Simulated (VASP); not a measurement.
Output of a VASP run:

**OUTCAR**
```
 ion  position               nearest neighbor table
   1  0.000  0.000  0.000-   3 1.94   6 1.94   5 2.03   4 2.03   4 2.03   5 2.03
   2  0.500  0.500  0.500-   4 1.94   5 1.94   3 2.03   6 2.03   3 2.03   6 2.03
   3  0.304  0.304  0.000-   1 1.94   2 2.03   2 2.03
   4  0.804  0.196  0.500-   2 1.94   1 2.03   1 2.03
   5  0.196  0.804  0.500-   2 1.94   1 2.03   1 2.03
   6  0.696  0.696  0.000-   1 1.94   2 2.03   2 2.03
  LATTYP: Found a simple tetragonal cell.
 ALAT       =     4.5099783204
 C/A-ratio  =     0.7095045137
 Subroutine PRICEL returns:
 Original cell was already a primitive cell.
 Subroutine GETGRP returns: Found 16 space group operations
The static configuration has the point symmetry D_2h.
 The point group associated with its full space group is D_4h.
The dynamic configuration has the point symmetry D_2h.
The overall configuration has the point symmetry D_2h.
 Subroutine INISYM returns: Found 16 space group operations
 Subroutine IBZKPT returns following result:
 Found     24 irreducible k-points:

 Following reciprocal coordinates:
            Coordinates               Weight
  0.000000  0.000000  0.000000      1.000000
  0.200000  0.000000  0.000000      4.000000
  0.400000  0.000000  0.000000      4.000000
  0.200000  0.200000  0.000000      4.000000
  0.400000  0.200000  0.000000      8.000000
  0.400000  0.400000  0.000000      4.000000
  0.000000  0.000000  0.142857      2.000000
  0.200000  0.000000  0.142857      8.000000
  0.400000  0.000000  0.142857      8.000000
  0.200000  0.200000  0.142857      8.000000
  0.400000  0.200000  0.142857     16.000000
  0.400000  0.400000  0.142857      8.000000
  0.000000  0.000000  0.285714      2.000000
  0.200000  0.000000  0.285714      8.000000
  0.400000  0.000000  0.285714      8.000000
  0.200000  0.200000  0.285714      8.000000
  0.400000  0.200000  0.285714     16.000000
  0.400000  0.400000  0.285714      8.000000
  0.000000  0.000000  0.428571      2.000000
  0.200000  0.000000  0.428571      8.000000
  0.400000  0.000000  0.428571      8.000000
  0.200000  0.200000  0.428571      8.000000
  0.400000  0.200000  0.428571     16.000000
  0.400000  0.400000  0.428571      8.000000
   k-points           NKPTS =     24   k-points in BZ     NKDIM =     24   number of bands    NBANDS=     32
   number of dos      NEDOS =    301   number of ions     NIONS =      6
   total plane-waves  NPLWV =  44800
   dimension x,y,z NGX =    40 NGY =   40 NGZ =   28
   dimension x,y,z NGXF=    80 NGYF=   80 NGZF=   56
   ions per type =               2   4
   PREC   = accura    normal or accurate (medium, high low for compatibility)
   ISTART =      0    job   : 0-new  1-cont  2-samecut
   ICHARG =      2    charge: 1-file 2-atom 10-const
   ISPIN  =      2    spin polarized calculation?
   LNONCOLLINEAR =      F non collinear calculations
   LSORBIT =      F    spin-orbit coupling
   INIWAV =      1    electr: 0-lowe 1-rand  2-diag
   ENCUT  =  620.0 eV  45.57 Ry    6.75 a.u.   9.16  9.16  6.50*2*pi/ulx,y,z
   NELM   =    100;   NELMIN=  2; NELMDL= -5     # of ELM steps
   EDIFF  = 0.1E-05   stopping-criterion for ELM
   LREAL  =      F    real-space projection
   NLSPLINE    = F    spline interpolate recip. space projectors
   LMAXMIX     =    4 max onsite mixed and CHGCAR
   VOSKOWN=      0    Vosko Wilk Nusair interpolation
   EDIFFG = -.2E-01   stopping-criterion for IOM
   NSW    =     40    number of steps for IOM
   NBLOCK =      1;   KBLOCK =     40    inner block; outer block
   IBRION =      2    ionic relax: 0-MD 1-quasi-New 2-CG
   NFREE  =      1    steps in history (QN), initial steepest desc. (CG)
   ISIF   =      3    stress and relaxation
   ISYM   =      2    0-nonsym 1-usesym 2-fastsym
   TEIN   =    0.0    initial temperature
   TEBEG  =    0.0;   TEEND  =   0.0 temperature during run
   SMASS  =  -3.00    Nose mass-parameter (am)
   PSTRESS=  300.0 pullay stress
   NELECT =      54.0000    total number of electrons
   EFERMI =   0.00;   METHOD = LEGACY
...
```

File OSZICAR:
```
       N       E                     dE             d eps       ncg     rms          rms(c)
DAV:   1     0.795840702949E+03    0.79584E+03   -0.34699E+04  3104   0.224E+03
DAV:   2     0.387515976960E+02   -0.75709E+03   -0.72778E+03  3424   0.620E+02
DAV:   3    -0.389712674490E+02   -0.77723E+02   -0.76921E+02  3440   0.204E+02
DAV:   4    -0.412740733722E+02   -0.23028E+01   -0.22555E+01  3632   0.329E+01
DAV:   5    -0.413080018443E+02   -0.33928E-01   -0.33925E-01  3256   0.466E+00    0.287E+01
DAV:   6    -0.380193954702E+02    0.32886E+01   -0.21081E+01  3768   0.363E+01    0.195E+01
DAV:   7    -0.381192928603E+02   -0.99897E-01   -0.16088E+00  3232   0.111E+01    0.124E+01
DAV:   8    -0.378640908621E+02    0.25520E+00   -0.46921E-01  3112   0.685E+00    0.369E+00
DAV:   9    -0.381915268251E+02   -0.32744E+00   -0.12997E-01  3568   0.405E+00    0.102E+00
DAV:  10    -0.381929359579E+02   -0.14091E-02   -0.16944E-02  3448   0.959E-01    0.127E-01
DAV:  11    -0.381931425341E+02   -0.20658E-03   -0.48457E-04  3496   0.223E-01    0.719E-02
DAV:  12    -0.381932644127E+02   -0.12188E-03   -0.73347E-05  3432   0.691E-02    0.369E-02
DAV:  13    -0.381933032289E+02   -0.38816E-04   -0.38469E-05  3248   0.454E-02    0.196E-02
DAV:  14    -0.381933033747E+02   -0.14578E-06   -0.15882E-06  2160   0.105E-02
   1 F= -.26006517E+02 E0= -.26006517E+02  d E =-.260065E+02  mag=    -0.0000
```

### OUTCAR
```
------------------------ aborting loop because EDIFF is reached ----------------------------------------
  FORCE on cell =-STRESS in cart. coord.  units (eV):
  Direction    XX          YY          ZZ          XY          YZ          ZX
  --------------------------------------------------------------------------------------
  Total       12.1361031     12.1361031     12.2180441     -0.0000000      0.0000000      0.0000000
  in kB      298.7523386    298.7523386    300.7694675     -0.0000000      0.0000000      0.0000000
  external PRESSURE =      -0.5752851 kB  Pullay stress =     300.0000000 kB
  volume of cell :       65.08
      direct lattice vectors                 reciprocal lattice vectors
     4.509978320  0.000000000  0.000000000     0.221730556  0.000000000  0.000000000
     0.000000000  4.509978320  0.000000000     0.000000000  0.221730556  0.000000000
     0.000000000  0.000000000  3.199849975     0.000000000  0.000000000  0.312514652
 POSITION                                       TOTAL-FORCE (eV/Angst)
 -----------------------------------------------------------------------------------
      0.00000      0.00000      0.00000         0.000000      0.000000      0.000000
      2.25499      2.25499      1.59992         0.000000      0.000000      0.000000
      1.37131      1.37131      0.00000         0.009881      0.009881     -0.000000
      3.62630      0.88368      1.59992         0.009881     -0.009881      0.000000
      0.88368      3.62630      1.59992        -0.009881      0.009881     -0.000000
      3.13867      3.13867      0.00000        -0.009881     -0.009881      0.000000
 -----------------------------------------------------------------------------------
    total drift:                                0.000000     -0.000000     -0.000000
  FREE ENERGIE OF THE ION-ELECTRON SYSTEM (eV)
  ---------------------------------------------------
  free  energy   TOTEN  =       -38.1933033747 eV

  energy  without entropy=      -38.1933033747  energy(sigma->0) =      -38.19330337
  enthalpy is  TOTEN    =       -26.0065170200 eV   P V=       12.1867863547

 total charge

# of ion       s       p       d       tot
------------------------------------------
    1        0.205   6.216   5.073  11.494
    2        0.205   6.216   5.073  11.494
    3        1.736   4.412   0.000   6.148
    4        1.736   4.412   0.000   6.148
    5        1.736   4.412   0.000   6.148
    6        1.736   4.412   0.000   6.148
--------------------------------------------------
tot          7.353  30.081  10.146  47.580

 magnetization (x)

# of ion       s       p       d       tot
------------------------------------------
    1        0.019   0.019   4.406   4.443
    2       -0.019  -0.019  -4.406  -4.443
    3       -0.004  -0.023   0.000  -0.027
    4        0.004   0.023   0.000   0.027
    5        0.004   0.023   0.000   0.027
    6       -0.004  -0.023   0.000  -0.027
--------------------------------------------------
tot          0.000   0.000   0.000   0.000

 reached required accuracy - stopping structural energy minimisation
```
(Selected blocks of OUTCAR.)

POSCAR:
```
MnF2
1
    4.5099783204     0.0000000000     0.0000000000
    0.0000000000     4.5099783204     0.0000000000
    0.0000000000     0.0000000000     3.1998499748
Mn F
2 4
Direct
  0.0000000000   1.0000000000   0.0000000000
  0.5000000000   0.5000000000   0.5000000000
  0.3040613976   0.3040613976   0.0000000000
  0.8040613976   0.1959386024   0.5000000000
  0.1959386024   0.8040613976   0.5000000000
  0.6959386024   0.6959386024   1.0000000000
```

### Question
Write an INCAR and KPOINTS that could have produced this output.

### Answer
One answer among several that fit: the input of the run itself, PBE GGA, plane waves, VASP's PBE PAW potentials (set 64).

INCAR:
```
ALGO=Normal
EDIFF=1E-6
EDIFFG=-0.02
ENCUT=620
GGA=PE
IBRION=2
ISIF=3
ISMEAR=0
ISPIN=2
LASPH=T
LCHARG=F
LMAXMIX=4
LORBIT=10
LREAL=F
LWAVE=F
MAGMOM=4.5 -4.5 -0.0 0.0 0.0 -0.0
NELM=100
NSW=40
PREC=Accurate
PSTRESS=300
SIGMA=0.05
SYSTEM=MnF2
```

**KPOINTS**
```
Automatic mesh
0
G
 5 5 7
```

POTCAR, in this order: Mn_pv F (PBE.64 set). Program: vasp_std.

The compound is MnF2 in the rutile structure. It was relaxed first under an external pressure of 30 GPa.
